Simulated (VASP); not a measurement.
Consider the following.

```
CaHI
1.0
    4.01809     0.00000     0.00000
    0.00000     4.01809     0.00000
    0.00000     0.00000     9.08561
Ca H I
2 2 2
Direct
  0.00000   0.50000   0.13447
  0.50000   0.00000   0.86553
  0.50000   0.50000   0.00000
  0.00000   0.00000   0.00000
  0.00000   0.50000   0.69090
  0.50000   0.00000   0.30910
```

Method: r2SCAN meta-GGA, VASP's PBE PAW potentials (set 64) (plane waves; VASP 6.6.1). Settings: 400 eV cut-off, 7×7×3 Γ-centred mesh, Gaussian smearing of 0.010 eV, potentials Ca_sv H I.

### Question
What does the run give for the energy per atom (σ→0)?

### Answer

* **energy per atom (σ→0)**: -12.966 eV/atom

Total energies compare only between runs with the same potentials, cut-off and functional.

The structure comes from a computed database's CaHI entry (P4/nmm); how it stands against other phases isn't given here. It was relaxed first.
